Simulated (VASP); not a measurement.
Here is the system:

```
CELL_PARAMETERS angstrom
      1.76664    -3.05991     0.00000
      1.76664     3.05991     0.00000
      0.00000     0.00000     5.44189
ATOMIC_POSITIONS crystal
  Er 0.33333 0.66667 0.25000
  Er 0.66667 0.33333 0.75000
```

Level of theory: AM05 GGA, VASP's PBE PAW potentials (set 64) (plane waves; VASP). Settings: 520 eV cut-off, Gaussian smearing of 0.050 eV, potentials Er_3.

The 4f electrons are frozen in the core of the lanthanide potential, so 4f levels, which can set the real gap, and their magnetism are missing.

Task: Give the energies of bands 7 to 12 at the high-symmetry points, in eV from the Fermi level.

Result: 
```json
[
 {"band": "7", "Γ": "-5.58", "M": "-2.12", "K": "-0.90", "A": "-3.85", "L": "-2.05", "H": "-0.61"},
 {"band": "8", "Γ": "-2.29", "M": "-1.46", "K": "-0.84", "A": "-3.85", "L": "-2.05", "H": "-0.61"},
 {"band": "9", "Γ": "1.28", "M": "-0.94", "K": "-0.84", "A": "1.17", "L": "0.12", "H": "-0.45"},
 {"band": "10", "Γ": "1.97", "M": "-0.11", "K": "-0.51", "A": "1.17", "L": "0.12", "H": "-0.45"},
 {"band": "11", "Γ": "1.97", "M": "1.59", "K": "1.29", "A": "1.85", "L": "1.62", "H": "0.55"},
 {"band": "12", "Γ": "2.54", "M": "1.75", "K": "1.29", "A": "1.85", "L": "1.62", "H": "0.55"}
]
```

It has no gap at this level: it comes out as a metal or semimetal.

The compound is Er in the hcp structure. It was relaxed first.
